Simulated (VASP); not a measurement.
# LiMgBN2 (I-4m2) in VASP: a series of runs, part 2 of 2

VASP 6.6.1. Earlier steps stand in the parts before.

### Step 3. Single point, PBE

INCAR

```
SYSTEM = LiMgBN2
PREC     = Accurate       ! precision mode
ENCUT    = 520            ! plane-wave cutoff, eV
EDIFF    = 1E-7           ! SCF threshold, eV
ISMEAR   = 0              ! smearing method
SIGMA    = 0.05           ! smearing width, eV
LREAL    = .FALSE.        ! projectors in reciprocal space
LASPH    = .TRUE.         ! aspherical terms in the spheres
NELM     = 100            ! most SCF steps
ALGO     = Normal         ! electronic algorithm
ISIF     = 2              ! what is computed and relaxed
LWAVE    = .FALSE.        ! write WAVECAR
LCHARG   = .FALSE.        ! write CHGCAR
GGA      = PE             ! functional
NBANDS   = 17             ! bands
```

KPOINTS

```
regular mesh
0
G
  10 10 10
  0 0 0
```

POSCAR

```
LiMgBN2
1.0
   -1.9358189223      1.9358189223      4.3242237401
    1.9358189223     -1.9358189223      4.3242237401
    1.9358189223      1.9358189223     -4.3242237401
Li Mg B N
1 1 1 2
Direct
    0.2500000000      0.7500000000      0.5000000000
    0.7500000000      0.2500000000      0.5000000000
    0.5000000000      0.5000000000      0.0000000000
    0.6512635000      0.6512635000      0.0000000000
    0.3487365000      0.3487365000      0.0000000000
```

Potentials or basis: VASP PAW PBE potentials, release 64 (Li_sv, Mg, B, N).

The run is started by

```
$ cat potpaw_PBE.64/Li_sv/POTCAR potpaw_PBE.64/Mg/POTCAR potpaw_PBE.64/B/POTCAR potpaw_PBE.64/N/POTCAR > POTCAR
$ mpirun -np 1 vasp_std > vasp.out
```

Run time: 1.9 min. Hardware: 1 thread of Intel Xeon 6975P-C (Granite Rapids), shared host; peak memory 0.32 GiB.

Results (log left out):

```yaml
Free_energy: -31.4563 eV
Largest_force: 2.211 eV/Å
Band_gap_on_the_k_mesh: 2.55 eV, indirect (least direct gap 3.44 eV)
```

Forces in eV/Å, atoms in the order of the input:
```
Li   0.000  0.000  0.000
Mg   0.000  0.000  0.000
B    0.000  0.000  0.000
N    0.000  0.000  2.211
N    0.000  0.000 -2.211
```

Levels at points of the mesh, in eV from the valence-band top:
```tsv
k point	band 5	band 6	band 7	band 8	band 9	band 10	band 11	band 12	band 13	band 14
(0.00, 0.00, 0.00)	-2.47	-2.31	-2.31	-1.39	-1.39	2.55	6.24	8.13	8.14	8.14
(0.50, 0.00, 0.00)	-4.05	-2.61	-2.58	-1.04	-0.66	5.32	5.67	7.32	7.76	8.92
(0.50, 0.50, 0.00)	-3.99	-3.24	-3.09	-1.92	-0.37	5.11	6.00	6.89	7.99	9.49
(0.50, 0.50, 0.50)	-3.53	-3.11	-3.11	0.00	0.00	3.44	6.29	6.82	6.82	8.45
```

Caveat: the cutoff is under 1.25 times the usual one of these potentials, so pressure, stress and relaxed cells hold a basis-set (Pulay) error; forces of over 1 eV/Å show positions far from the minimum, so gaps and moduli don't describe the material at rest.

### Step 4. Single point, PBE

INCAR

```
PREC     = Accurate       # precision mode
ENCUT    = 520            # plane-wave cutoff, eV
EDIFF    = 1E-6           # SCF threshold, eV
ISMEAR   = 0              # smearing method
SIGMA    = 0.05           # smearing width, eV
LREAL    = False          # projectors in reciprocal space
LASPH    = True           # aspherical terms in the spheres
NELM     = 100            # most SCF steps
ALGO     = Normal         # electronic algorithm
ISIF     = 2              # what is computed and relaxed
LWAVE    = False          # write WAVECAR
LCHARG   = True           # write CHGCAR
GGA      = PE             # functional
LELF     = True           # ELF
LVHAR    = True         
NBANDS   = 17             # bands
```

KPOINTS

```
regular mesh
0
Gamma
  10 10 10
```

POSCAR: that of step 3 with these lines changed.

```diff
@@ -2,5 +2,5 @@
 1.0
-   -1.9358189223      1.9358189223      4.3242237401
-    1.9358189223     -1.9358189223      4.3242237401
-    1.9358189223      1.9358189223     -4.3242237401
+   -1.7970550988      1.7970550988      5.0178171566
+    1.7970550988     -1.7970550988      5.0178171566
+    1.7970550988      1.7970550988     -5.0178171566
 Li Mg B N
```

The run is started by

```
$ cat potpaw_PBE.64/Li_sv/POTCAR potpaw_PBE.64/Mg/POTCAR potpaw_PBE.64/B/POTCAR potpaw_PBE.64/N/POTCAR > POTCAR
$ mpirun -np 1 vasp_std > vasp.out
```

It took 2.1 min on 1 thread of Intel Xeon 6975P-C (Granite Rapids), shared host; peak memory 0.33 GiB.

Results (log left out):

- Free energy: -30.1152 eV
- Largest force: 5.592 eV/Å
- Band gap on the k mesh: 2.59 eV, indirect (least direct gap 3.61 eV)

Forces on the atoms (eV/Å):
```
Li   0.000  0.000  0.000
Mg   0.000  0.000  0.000
B    0.000  0.000  0.000
N    0.000  0.000 -5.592
N    0.000  0.000  5.592
```

Levels at points of the mesh, in eV from the valence-band top:
| k point | band 6 | band 7 | band 8 | band 9 | band 10 | band 11 | band 12 | band 13 |
| --- | --- | --- | --- | --- | --- | --- | --- | --- |
| (0.00, 0.00, 0.00) | -1.42 | -1.42 | -1.10 | -1.10 | 2.59 | 5.47 | 6.34 | 6.34 |
| (0.50, 0.00, 0.00) | -2.61 | -1.54 | -1.53 | -0.46 | 4.14 | 5.64 | 5.99 | 7.89 |
| (0.50, 0.50, 0.00) | -3.40 | -2.53 | -1.90 | -0.80 | 4.13 | 4.83 | 5.15 | 6.75 |
| (0.50, 0.50, 0.50) | -2.12 | -2.12 | 0.00 | 0.00 | 3.92 | 5.41 | 5.41 | 6.09 |

Caveat: the cutoff is under 1.25 times the usual one of these potentials, so pressure, stress and relaxed cells hold a basis-set (Pulay) error; forces of over 1 eV/Å show positions far from the minimum, so gaps and moduli don't describe the material at rest. A hybrid or GW would open this gap; PBE tends to underestimate it.

### Step 5. Single point, PBE

INCAR

```
PREC = Accurate ; ENCUT = 520
EDIFF = 1E-6 ; ISMEAR = 0
SIGMA = 0.05 ; LREAL = False
LASPH = True ; NELM = 100
ALGO = Normal ; ISIF = 2
LWAVE = False ; LCHARG = True
GGA = PE ; LELF = True
LVHAR = True ; NBANDS = 17
```

KPOINTS is that of step 4.

POSCAR: that of step 4 with these lines changed.

```diff
@@ -2,5 +2,5 @@
 1.0
-   -1.7970550988      1.7970550988      5.0178171566
-    1.7970550988     -1.7970550988      5.0178171566
-    1.7970550988      1.7970550988     -5.0178171566
+   -1.8499397319      1.8499397319      4.7350269823
+    1.8499397319     -1.8499397319      4.7350269823
+    1.8499397319      1.8499397319     -4.7350269823
 Li Mg B N
```

Potentials or basis: VASP PAW PBE potentials, release 64 (Li_sv, Mg, B, N).

The run is started by

```
$ cat potpaw_PBE.64/Li_sv/POTCAR potpaw_PBE.64/Mg/POTCAR potpaw_PBE.64/B/POTCAR potpaw_PBE.64/N/POTCAR > POTCAR
$ mpirun -np 1 vasp_std > vasp.out
```

OUTCAR:

```text
PREC = Accurate
   ENCUT = 520
   EDIFF = 1E-6
   ISMEAR = 0
   LREAL = False
   LASPH = True
   NELM = 100
   ISIF = 2
   GGA = PE

 ion  position               nearest neighbor table
   1  0.250  0.750  0.500-   4 2.07   5 2.07   5 2.07   4 2.07   2 2.62   2 2.62   2 2.62   2 2.62

   2  0.750  0.250  0.500-   4 2.07   5 2.07   5 2.07   4 2.07   1 2.62   1 2.62   1 2.62   1 2.62

   3  0.500  0.500  0.000-   4 1.43   5 1.43
   4  0.651  0.651  0.000-   3 1.43   1 2.07   2 2.07   2 2.07   1 2.07
   5  0.349  0.349  0.000-   3 1.43   2 2.07   1 2.07   1 2.07   2 2.07

  LATTYP: Found a body centered tetragonal cell.
 ALAT       =     3.6998794638
 C/A-ratio  =     2.5595574281

  Lattice vectors:

 A1 = (  -1.8499397319,   1.8499397319,   4.7350269823)
 A2 = (   1.8499397319,  -1.8499397319,   4.7350269823)
 A3 = (   1.8499397319,   1.8499397319,  -4.7350269823)

Analysis of symmetry for initial positions (statically):
=====================================================================
 Subroutine PRICEL returns:
 Original cell was already a primitive cell.

 Routine SETGRP: Setting up the symmetry group for a
[... 180 lines left out ...]
 Fermi energy:         1.1014469388

 k-point     1 :       0.0000    0.0000    0.0000
  band No.  band energies     occupation
      1     -42.6457      2.00000
      2     -13.1908      2.00000
      3     -12.1755      2.00000
      4      -4.2140      2.00000
      5      -1.7004      2.00000
      6      -0.8320      2.00000
[... 457 lines left out ...]
      4      -3.5883      2.00000
      5      -2.9392      2.00000
      6      -2.2375      2.00000
[... 9 lines left out ...]
     16      12.1828      0.00000
     17      12.4575      0.00000

 [... further k-points ...]

------------------------ aborting loop because EDIFF is reached ----------------------------------------

  FORCE on cell =-STRESS in cart. coord.  units (eV):
  Direction    XX          YY          ZZ          XY          YZ          ZX
  --------------------------------------------------------------------------------------
  -------------------------------------------------------------------------------------
  Total        1.4286683      1.4286683    -11.3099597      0.0000000     -0.0000000      0.0000000
  in kB       35.3137937     35.3137937   -279.5593541      0.0000000     -0.0000000      0.0000000
  external PRESSURE =     -69.6439223 kB  Pullay stress =       0.0000000 kB

 VOLUME and BASIS-vectors are now :
 -----------------------------------------------------------------------------
  energy-cutoff  :      520.00
  volume of cell :       64.82
      direct lattice vectors                 reciprocal lattice vectors
    -1.849939732  1.849939732  4.735026982     0.000000000  0.270279075  0.105596019
     1.849939732 -1.849939732  4.735026982     0.270279075  0.000000000  0.105596019
     1.849939732  1.849939732 -4.735026982     0.270279075  0.270279075  0.000000000

 POSITION                                       TOTAL-FORCE (eV/Angst)
 -----------------------------------------------------------------------------------
      1.84994      0.00000      2.36751         0.000000      0.000000     -0.000000
      0.00000      1.84994      2.36751         0.000000      0.000000     -0.000000
      0.00000      0.00000      4.73503         0.000000      0.000000     -0.000000
      0.00000      0.00000      6.16750         0.000000      0.000000     -3.618209
      0.00000      0.00000      3.30255        -0.000000     -0.000000      3.618209
 -----------------------------------------------------------------------------------
    total drift:                               -0.000000      0.000000     -0.000000

  FREE ENERGIE OF THE ION-ELECTRON SYSTEM (eV)
  ---------------------------------------------------
  free  energy   TOTEN  =       -31.1366469499 eV

  energy  without entropy=      -31.1366469499  energy(sigma->0) =      -31.13664695
```

stdout:

```text
POSCAR found type information on POSCAR LiMgB N
 POSCAR found :  4 types and       5 ions
 scaLAPACK will be used
 LDA part: xc-table for (Slater+PW92), standard interpolation
 POSCAR, INCAR and KPOINTS ok, starting setup
 FFT: planning ... GRIDC
 FFT: planning ... GRID_SOFT
 FFT: planning ... GRID
 WAVECAR not read
 entering main loop
```

Wall time 1.7 min (1 thread of Intel Xeon 6975P-C (Granite Rapids), shared host); peak memory 0.32 GiB.

Results:

```yaml
Free_energy: -31.1366 eV
Largest_force: 3.618 eV/Å
Band_gap_on_the_k_mesh: 2.66 eV, indirect (least direct gap 3.75 eV)
```

Forces in eV/Å, atoms in the order of the input:
```
Li   0.000  0.000  0.000
Mg   0.000  0.000  0.000
B    0.000  0.000  0.000
N    0.000  0.000 -3.618
N    0.000  0.000  3.618
```

Levels at points of the mesh, in eV from the valence-band top:
```csv
k point,band 7,band 8,band 9,band 10,band 11,band 12
"(0.00, 0.00, 0.00)",-1.71,-1.24,-1.24,2.66,5.72,7.07
"(0.50, 0.00, 0.00)",-1.91,-1.32,-0.55,4.86,5.86,6.52
"(0.50, 0.50, 0.00)",-2.70,-1.90,-0.62,4.85,5.02,5.99
"(0.50, 0.50, 0.50)",-2.47,0.00,0.00,3.75,5.95,5.95
```

Caveat: the cutoff is under 1.25 times the usual one of these potentials, so pressure, stress and relaxed cells hold a basis-set (Pulay) error; forces of over 1 eV/Å show positions far from the minimum, so gaps and moduli don't describe the material at rest.
